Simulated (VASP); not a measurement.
PbSe (rock salt):

```xyz
2
Lattice="0.0000 3.0600 3.0600 3.0600 0.0000 3.0600 3.0600 3.0600 0.0000" Properties=species:S:1:pos:R:3 pbc="T T T"
Pb     0.0000     0.0000     0.0000
Se     3.0600     3.0600     3.0600
```

The lowest empty band near L, direction along the valley's axis, from mBJ (TB09) with spin-orbit coupling in VASP (PAW); its two spin partners are averaged. The gap over the points computed is 0.37 eV, and the next band on that side lies 1.39 eV away at the edge.

Settings: 400 eV cut-off, 8×8×8 Γ-centred mesh, Gaussian smearing of 0.050 eV, potentials Pb_d Se.

```tsv
distance from the edge in k (1/Å)	distance in energy (meV)
0.012	3.1
0.018	7.0
0.025	13.3
0.035	25.4
0.050	49.5
0.070	89.9
```

### Question
Fit E(1 + αE) = ħ²k²/2m* (ħ²/2m0 = 3.810 eV Å²) and predict the row at 0.095 1/Å.

### Answer
Least squares on the energies gives the electron mass m* = 0.174 m0 and α = 2.15 per eV, and so 149.5 meV. The run gave 150.3 meV, +0.8 meV from the fit.

Left out are points under 3 meV from the edge, since the levels carry 0.1 meV, and points farther than half the way to the next band.

The compound is PbSe in the rock salt structure. The cell was not relaxed at this level.
